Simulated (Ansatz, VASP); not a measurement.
## One calculation of BeHF3, two programs

The input INCAR:

```
PREC = Accurate
ENCUT = 600
EDIFF = 1E-6
ISMEAR = 0
SIGMA = 0.1
LREAL = False
LASPH = True
NELM = 100
ALGO = Normal
ISIF = 3
LWAVE = False
LCHARG = False
GGA = PE
IBRION = 2
NSW = 90
EDIFFG = -0.04
```

File KPOINTS:

```
Automatic mesh
0
Gamma
  6 6 6
```

Contents of POSCAR:

```
BeHF3
1.0
    3.4488399606      0.0000000000      0.0000000000
    0.0000000000      3.4488399606      0.0000000000
    0.0000000000      0.0000000000      3.4488399606
Be H F
1 1 3
Direct
    0.5000000000      0.5000000000      0.5000000000
    0.0000000000      0.0000000000      0.0000000000
    0.0000000000      0.5000000000      0.5000000000
    0.5000000000      0.0000000000      0.5000000000
    0.5000000000      0.5000000000      0.0000000000
```

Input for Ansatz:

```yaml
crystal:
  lattice:
    - [3.4488399606, 0.0, 0.0]
    - [0.0, 3.4488399606, 0.0]
    - [0.0, 0.0, 3.4488399606]
  atoms:
    - { symbol: Be, position: [0.5, 0.5, 0.5] }
    - { symbol: H, position: [0.0, 0.0, 0.0] }
    - { symbol: F, position: [0.0, 0.5, 0.5] }
    - { symbol: F, position: [0.5, 0.0, 0.5] }
    - { symbol: F, position: [0.5, 0.5, 0.0] }
basis:
  ecutwfc: 420
kpoints:
  mp_grid: { grid: [6, 6, 6] }
hamiltonian:
  xc: pbe
scf:
  occupations: { method: gaussian, width: 0.1 }
  lower_state_search: "off"
output:
  forces: true
  stress: true
  eigenvalues: true
relax:
  adjacent_minimum: "off"
  f_tol: 0.04
  max_steps: 70
  cell: { stress_tol: 0.4 }
```

Change from the starting cell: species swapped into the Ba3PbO type (Pm-3m, No. 221).

Alike in both runs: task relaxation of cell and atoms; functional PBE; k mesh 6 × 6 × 6; occupations gaussian, width 0.1 eV; no spin polarisation.

|  | VASP | Ansatz |
| --- | --- | --- |
| version | VASP 6.6.1 | Ansatz 0.2.0 |
| potentials or method | VASP PAW PBE potentials, release 64 (Be, H, F) | scalar-relativistic, plane waves, PAW |
| plane-wave cutoff (eV) | 600 | 420 |
| valence electrons in the cell | 24 | 24 |

```csv
,VASP,Ansatz,Ansatz less VASP
"gap on the k mesh at the Fermi level, each at its own relaxed structure (eV)",none,none,-
relaxed volume (Å³/atom),8.20,8.20,0.000
relaxed cell length with the largest relative difference (Å),3.449,3.449,0.0000
```

A gap of «none» marks a metal or a gap that the smearing closes.

Caveats: the relaxation stopped at its first step, so nothing moved.
